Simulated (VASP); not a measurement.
Level of theory: LDA (Ceperley-Alder, Perdew-Zunger), VASP's LDA PAW potentials (set 64) (plane waves; VASP).

A VASP calculation is set up with these files.

**POSCAR**
```
HfO2
1
    0.0000000000     2.4910662446     2.4910662446
    2.4910662446    -0.0000000000     2.4910662446
    2.4910662446     2.4910662446     0.0000000000
Hf O
1 2
Direct
  1.0000000000   0.0000000000   0.0000000000
  0.2500000000   0.2500000000   0.2500000000
  0.7500000000   0.7500000000   0.7500000000
```

**INCAR**
```
SYSTEM = HfO2
PREC = Accurate
ENCUT = 520
EDIFF = 1E-6
NELM = 100
ALGO = Normal
LREAL = .FALSE.
LASPH = .TRUE.
ISMEAR = 0
SIGMA = 0.05
LMAXMIX = 6
LWAVE = .FALSE.
LCHARG = .FALSE.
IBRION = 2
ISIF = 3
NSW = 60
EDIFFG = -0.01
```

### KPOINTS
```
K-points
0
gamma
  8 8 8
```

POTCAR, in this order: Hf_pv O (LDA.64 set). Program: vasp_std.

Output

**OSZICAR**
```
       N       E                     dE             d eps       ncg     rms          rms(c)
DAV:   1     0.954609183881E+02    0.95461E+02   -0.12987E+04   870   0.146E+03
DAV:   2    -0.353771151031E+02   -0.13084E+03   -0.12789E+03  1136   0.322E+02
DAV:   3    -0.386382555817E+02   -0.32611E+01   -0.32579E+01  1108   0.510E+01
DAV:   4    -0.386555247986E+02   -0.17269E-01   -0.17268E-01  1101   0.387E+00
DAV:   5    -0.386556563745E+02   -0.13158E-03   -0.13157E-03  1094   0.313E-01    0.558E+01
DAV:   6    -0.332811619003E+02    0.53745E+01   -0.28654E+01   954   0.386E+01    0.480E+01
DAV:   7    -0.331315375892E+02    0.14962E+00   -0.75388E-01  1045   0.831E+00    0.305E+01
DAV:   8    -0.330793729075E+02    0.52165E-01   -0.16843E-01  1059   0.428E+00    0.534E+00
DAV:   9    -0.330712427186E+02    0.81302E-02   -0.28922E-02  1066   0.158E+00    0.178E+00
DAV:  10    -0.330708875261E+02    0.35519E-03   -0.28640E-03  1150   0.421E-01    0.164E-01
DAV:  11    -0.330708750276E+02    0.12498E-04   -0.17797E-04  1024   0.112E-01    0.111E-01
DAV:  12    -0.330708744821E+02    0.54551E-06   -0.56814E-06  1129   0.213E-02
   1 F= -.33070874E+02 E0= -.33070874E+02  d E =-.330709E+02
```

OUTCAR:
```
------------------------ aborting loop because EDIFF is reached ----------------------------------------
  FORCE on cell =-STRESS in cart. coord.  units (eV):
  Direction    XX          YY          ZZ          XY          YZ          ZX
  --------------------------------------------------------------------------------------
  Total       -0.0002798     -0.0002798     -0.0002798     -0.0000000      0.0000000     -0.0000000
  in kB       -0.0144986     -0.0144986     -0.0144986     -0.0000000      0.0000000     -0.0000000
  external PRESSURE =      -0.0144986 kB  Pullay stress =       0.0000000 kB
  volume of cell :       30.92
      direct lattice vectors                 reciprocal lattice vectors
     0.000000000  2.491066245  2.491066245    -0.200717264  0.200717264  0.200717264
     2.491066245  0.000000000  2.491066245     0.200717264 -0.200717264  0.200717264
     2.491066245  2.491066245  0.000000000     0.200717264  0.200717264 -0.200717264
 POSITION                                       TOTAL-FORCE (eV/Angst)
 -----------------------------------------------------------------------------------
      0.00000      0.00000      0.00000         0.000000     -0.000000     -0.000000
      1.24553      1.24553      1.24553         0.000000      0.000000      0.000000
      3.73660      3.73660      3.73660        -0.000000     -0.000000     -0.000000
 -----------------------------------------------------------------------------------
    total drift:                                0.000000      0.000000      0.000000
  FREE ENERGIE OF THE ION-ELECTRON SYSTEM (eV)
  ---------------------------------------------------
  free  energy   TOTEN  =       -33.0708744821 eV

  energy  without entropy=      -33.0708744821  energy(sigma->0) =      -33.07087448

 reached required accuracy - stopping structural energy minimisation
```
(Selected blocks of OUTCAR.)

The compound is HfO2 in the fluorite structure, the high-temperature cubic form, which is unstable at 0 K; the monoclinic form is the stable one. It was relaxed first, which changed the volume by -6 %. The start is the result of an earlier pass.
